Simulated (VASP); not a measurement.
Input for VASP

INCAR:
```
ALGO  =  Normal
EDIFF  =  1E-6   # SCF stop (eV)
LASPH  =  .True.
SIGMA  =  0.1   # width (eV)
LCHARG  =  .False.
PREC  =  Accurate
IBRION  =  2   # conjugate gradients
NELM  =  100
PSTRESS  =  100
LREAL  =  .False.   # projection in real space or not
GGA  =  PS   # PBEsol
SYSTEM  =  SiGe
NSW  =  40
ISMEAR  =  1   # Methfessel-Paxton
LWAVE  =  .False.
EDIFFG  =  -0.02   # ionic stop
ISIF  =  3   # ions, shape and volume
ENCUT  =  500
LMAXMIX  =  4
```

File KPOINTS:
```
Automatic mesh
0
Gamma
12 12 12
0 0 0
```

File POSCAR:
```
SiGe
1
    3.1488343446    -0.0000000000     0.0000000000
    0.0000000000     3.1488343446    -0.0000000000
    0.0000000000    -0.0000000000     3.1488343446
Si Ge
1 1
Direct
  0.0000000000   0.0000000000   0.0000000000
  0.5000000000   0.5000000000   0.5000000000
```

POTCAR, in this order: Si Ge_d (PBE.64 set). Program: vasp_std.

Task: Write an equivalent input for Ansatz.

Result: One equivalent input (not run):
Ansatz 0.2 input:
```yaml
crystal:
  lattice:
    - [3.1488343, 0.0000000, 0.0000000]
    - [0.0000000, 3.1488343, 0.0000000]
    - [0.0000000, 0.0000000, 3.1488343]
  atoms:
    - { symbol: Si, position: [0.0000000, 0.0000000, 0.0000000] }
    - { symbol: Ge, position: [0.5000000, 0.5000000, 0.5000000] }
kpoints:
  mp_grid: { grid: [12, 12, 12] }
hamiltonian:
  xc: pbesol
  pseudopotentials: { kind: paw }
scf:
  occupations: { method: methfessel_paxton, width: 0.1 }
  max_iter: 100
relax:
  max_steps: 40
  f_tol: 0.02
  cell: { p_target: 10 }
output: { forces: true, stress: true, eigenvalues: true }
```
What does not carry over: each code has its own PAW files, so the cut-off isn't converted (ENCUT is set for VASP's; basis.ecutwfc is left out, and Ansatz then takes the one that its files recommend); Ansatz stops its SCF on the density residual and VASP on the energy change (EDIFF).

The structure was generated: SiGe was put into the CsCl type type (Pm-3m), which need not be its known phase. This run relaxes it under an external pressure of 10 GPa. Symmetry was kept, so distortions that lower it aren't found.
